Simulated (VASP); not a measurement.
Given:

```xyz
8
Lattice="5.0213 0.7114 0.7114 0.7114 5.0213 0.7114 0.7114 0.7114 5.0213" Properties=species:S:1:pos:R:3 pbc="T T T"
Sn     6.4377     6.4377     6.4377
Sn     1.6174     1.6174     1.6174
C      3.4547     3.4547     5.1817
C      4.6004     4.6004     2.8734
C      3.4547     5.1817     3.4547
C      4.6004     2.8734     4.6004
C      5.1817     3.4547     3.4547
C      2.8734     4.6004     4.6004
```

The numbers are results of PBEsol GGA, VASP's PBE PAW potentials (set 64) (plane waves; VASP 6.6.1), not measurements. Numerical set-up: 520 eV cut-off, 5×5×5 Γ-centred mesh, tetrahedra with Blöchl corrections, potentials Sn_d C.

The cores are frozen, which limits the accuracy of field gradients.

### Question
Give the principal components of the electric field gradient (V/Å²) and the asymmetry η at each nucleus.

### Answer

```csv
atom,Vxx,Vyy,Vzz,η
Sn1,-25.8,-25.8,51.6,0.00
Sn2,-25.8,-25.8,51.6,0.00
C3,-21.6,-10.1,31.7,0.36
C4,-21.6,-10.1,31.7,0.36
C5,-21.6,-10.1,31.7,0.36
C6,-21.6,-10.1,31.7,0.36
C7,-21.6,-10.1,31.7,0.36
C8,-21.6,-10.1,31.7,0.36
```

The structure was generated: Sn2C6 was put into an ordered model structure (R-3m), which need not be its known phase. It was relaxed first, which changed the volume by +51 %.
